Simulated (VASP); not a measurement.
EuO (rock salt): the bulk modulus from VASP (plane waves, PAW) at several levels of theory. Static lattice, third-order Birch-Murnaghan fit over five volumes. The 4f electrons are frozen in the core of the lanthanide potential, so 4f levels, which can set the real gap, and their magnetism are missing.

| level | bulk modulus (GPa) |
|---|---|
| PBE | 111 |
| PBEsol | 127 |
| RPBE | 98.2 |
| AM05 | 122 |
| PBE-D3(BJ) | 119 |
| PBE-D4 | 118 |
| optB88-vdW | 120 |
| rev-vdW-DF2 | 121 |

The cell of the PBE run:

```cif
data_EuO
_chemical_formula_sum 'Eu1 O1'
_space_group_name_H-M_alt 'P 1'
_space_group_IT_number 1
_cell_length_a 3.52123
_cell_length_b 3.52123
_cell_length_c 3.52123
_cell_angle_alpha 60.000
_cell_angle_beta 60.000
_cell_angle_gamma 60.000
loop_
_space_group_symop_operation_xyz
  'x, y, z'
loop_
_atom_site_label
_atom_site_type_symbol
_atom_site_fract_x
_atom_site_fract_y
_atom_site_fract_z
_atom_site_occupancy
Eu1 Eu 0.00000 0.00000 0.00000 1
O1 O 0.50000 0.50000 0.50000 1
```

Only levels that ran to the end are used. Left out are those held back, those with too coarse a band path, GW runs whose mesh misses a band edge, hybrids' fits of cells that aren't cubic and levels without matching references; a question may draw on a part of the rest.

The compound is EuO in the rock salt structure.
